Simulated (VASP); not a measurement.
The cell holds one Pb (fcc) (100) slab, with vacuum along c, ions free to move until forces fall under 0.03 eV/Å, no reconstruction beyond this cell, dipole correction on.

Consider the following.

```xyz
4
Lattice="3.5283 0.0000 0.0000 0.0000 3.5283 0.0000 0.0000 0.0000 25.1001" Properties=species:S:1:pos:R:3 pbc="T T T"
Pb     0.0000     1.7642     8.7433
Pb     1.7642     0.0000    11.0515
Pb     0.0000     1.7642    14.0487
Pb     1.7642     0.0000    16.3569
```

Computed with r2SCAN meta-GGA, VASP's PBE PAW potentials (set 64) (plane waves; VASP). Settings: 400 eV cut-off, 8×8×1 Γ-centred mesh, first-order Methfessel-Paxton smearing of 0.10 eV, potentials Pb_d.

Slab and bulk use different k-meshes, so the surface energy is good to a few per cent at best. Unless said otherwise, spin-orbit coupling is left out, though it shifts the bands of the heavy elements here.

Q: Predict its surface energy, work function, band gap (on the k-mesh).

A: 
The surface energy is 19 meV/Å², the work function comes out as 4.03 eV and the band gap (on the k-mesh) comes out as none (metal, semimetal or under 0.01 eV).

The cell is a thin slab with vacuum, built from Pb (fcc): (100) face.
